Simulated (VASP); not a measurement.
Given:

```
RhTe
1.0
    3.99764     0.00000     0.00000
   -1.99882     3.46205     0.00000
    0.00000     0.00000     7.35867
Rh Te
2 2
Direct
  0.33333   0.66667   0.01080
  0.66667   0.33333   0.51080
  0.33333   0.66667   0.36420
  0.66667   0.33333   0.86420
```

All values below come from PBE GGA, VASP's PBE PAW potentials (set 64) (plane waves; VASP 6.6.1). Settings: 400 eV cut-off, 10×10×5 Γ-centred mesh, tetrahedra with Blöchl corrections, potentials Rh_pv Te.

Unless said otherwise, spin-orbit coupling is left out, though it shifts the bands of the heavy elements here.

Q: Tabulate the total density of states (states/eV per cell) against energy (eV; zero at the valence-band maximum or, without a gap, the Fermi level).

A: 
```csv
E (eV),DOS (states/eV)
-9.92,0.00
-9.71,0.00
-9.49,0.00
-9.27,0.00
-9.05,0.00
-8.84,0.00
-8.51,0.00
-8.29,0.00
-8.07,0.00
-7.86,0.00
-7.64,0.00
-7.42,0.00
-7.21,0.00
-6.99,0.00
-6.77,0.00
-6.55,0.00
-6.33,0.00
-6.12,0.00
-5.79,0.00
-5.57,0.00
-5.36,0.09
-5.14,5.06
-4.92,10.1
-4.70,2.77
-4.49,1.11
-4.27,5.89
-4.05,14.7
-3.83,8.01
-3.62,7.92
-3.40,1.28
-3.07,0.00
-2.86,0.00
-2.64,0.00
-2.42,4.47
-2.20,10.3
-1.99,10.2
-1.77,12.7
-1.55,4.76
-1.33,4.17
-1.12,3.72
-0.90,3.06
-0.68,2.20
-0.35,4.69
-0.14,3.13
0.08,3.22
0.30,4.33
0.51,3.32
0.73,3.14
0.95,3.03
1.17,2.67
1.38,2.50
1.60,1.96
1.82,1.40
2.04,1.07
2.36,0.64
2.58,0.40
2.80,0.23
3.02,0.01
3.23,0.01
3.45,0.04
```
Within 2 eV below the Fermi level the largest weight inside VASP's projection spheres is Rh d.

The structure was generated: RhTe was put into the wurtzite type (P6_3mc), which need not be its known phase. It was relaxed first, which changed the volume by -25 %.
